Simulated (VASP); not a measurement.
A run of VASP 6.6.1 is set up as follows.

INCAR

```
PREC     = Accurate       # precision mode
ENCUT    = 520            # plane-wave cutoff, eV
EDIFF    = 1E-7           # SCF threshold, eV
ISMEAR   = 1              # smearing method
SIGMA    = 0.05           # smearing width, eV
LREAL    = F              # projectors in reciprocal space
LASPH    = T              # aspherical terms in the spheres
NELM     = 100            # most SCF steps
ALGO     = Normal         # electronic algorithm
ISIF     = 2              # what is computed and relaxed
LWAVE    = F              # write WAVECAR
LCHARG   = T              # write CHGCAR
LELF     = T              # ELF
LVHAR    = T            
NBANDS   = 30             # bands
```

File KPOINTS:

```
Automatic mesh
0
Gamma
  8 8 8
```

File POSCAR:

```
TlPd3
1.0
   -2.0730000000      2.0730000000      3.7485000000
    2.0730000000     -2.0730000000      3.7485000000
    2.0730000000      2.0730000000     -3.7485000000
Tl Pd
1 3
Direct
    0.0000000000      0.0000000000      0.0000000000
    0.7500000000      0.2500000000      0.5000000000
    0.2500000000      0.7500000000      0.5000000000
    0.5000000000      0.5000000000      0.0000000000
```

Potentials or basis: VASP PAW LDA potentials, release 64 (Tl_d, Pd).

Launch:

```sh
$ cat potpaw_LDA.64/Tl_d/POTCAR potpaw_LDA.64/Pd/POTCAR > POTCAR
$ mpirun -np 1 vasp_std > vasp.out
```

Task: What does it give for the band gap on the k mesh?

Result: None (metal or under the smearing width).

Task: Predict the pressure.

Result: -4.7 GPa.

Stress tensor (GPa, compression positive):
```
-4.80  0.00  0.00
 0.00 -4.80  0.00
 0.00  0.00 -4.38
```

Spin-orbit coupling is left out, which matters for the levels of Tl.
